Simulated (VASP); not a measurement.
A run of VASP 6.6.1 is set up as follows.

The input INCAR:

```
ALGO = Normal
EDIFF = 1E-7
ENCUT = 520
GGA = PS
ISIF = 2
ISMEAR = -1
LASPH = True
LCHARG = False
LREAL = False
LWAVE = False
NBANDS = 33
NELM = 80
PREC = Accurate
SIGMA = 0.1
```

The input KPOINTS:

```
k-points
0
Gamma
  4 4 3
```

POSCAR

```
BaReCl
1.0
    4.5410380000      0.0000000000      0.0000000000
    0.0000000000      4.5410380000      0.0000000000
    0.0000000000      0.0000000000      7.4193640000
Ba Re Cl
2 2 2
Direct
    0.0000000000      0.5000000000      0.2150000000
    0.5000000000      0.0000000000      0.7850000000
    0.0000000000      0.0000000000      0.0000000000
    0.5000000000      0.5000000000      0.0000000000
    0.0000000000      0.5000000000      0.6500000000
    0.5000000000      0.0000000000      0.3500000000
```

Potentials or basis: VASP PAW PBE potentials, release 64 (Ba_sv, Re, Cl).

Run with:

```console
$ cat potpaw_PBE.64/Ba_sv/POTCAR potpaw_PBE.64/Re/POTCAR potpaw_PBE.64/Cl/POTCAR > POTCAR
$ mpirun -np 1 vasp_std > vasp.out
```

**Question.** What does it give for the largest force?

**Answer.** 3.880 eV/Å.

**Question.** Predict the band gap on the k mesh.

**Answer.** None (metal or under the smearing width).

**Question.** What does it give for the pressure?

**Answer.** 3.9 GPa.

Forces in eV/Å, atoms in the order of the input:
```
Ba   0.000  0.000  3.880
Ba   0.000  0.000 -3.880
Re   0.000  0.000  0.000
Re   0.000  0.000  0.000
Cl   0.000  0.000 -0.404
Cl   0.000  0.000  0.404
```

Caveat: the PAW data sets were made with another functional, which shifts forces and pressure a little. The run has no spin-orbit coupling, so splittings on Ba, Re are missing.
